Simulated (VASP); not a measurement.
Consider the following.

```xyz
2
Lattice="0.0000 2.6747 2.6747 2.6747 0.0000 2.6747 2.6747 2.6747 0.0000" Properties=species:S:1:pos:R:3 pbc="T T T"
Ag     5.3493     5.3493     5.3493
Cl     2.6747     2.6747     2.6747
```

The numbers are results of LDA (Ceperley-Alder, Perdew-Zunger), VASP's LDA PAW potentials (set 64) (plane waves; VASP), not measurements. Run with 400 eV cut-off, 15×15×15 Γ-centred mesh, Gaussian smearing of 0.010 eV, potentials Ag Cl.

Problem. Give the electronic dielectric tensor ε∞ (DFPT, local fields included).

Solution. 
```
5.77  0.00  0.00
0.00  5.77  0.00
0.00  0.00  5.77
```

Problem. Give the Born effective charges.

Solution. 
```csv
atom,Z*xx,Z*yy,Z*zz,mean
Ag1,1.41,1.41,1.41,1.41
Cl2,-1.41,-1.41,-1.41,-1.41
```

Problem. And the static tensor with the ions free?

Solution. 
```
11.2  0.00  0.00
0.00  11.2  0.00
0.00  0.00  11.2
```

Problem. Which frequencies do the optical Γ-point modes have (no LO-TO splitting)?

Solution. 132 (×3) cm⁻¹.

The structure comes from a computed database's AgCl entry (Fm-3m); how it stands against other phases isn't given here. It was relaxed first, which changed the volume by -10 %.
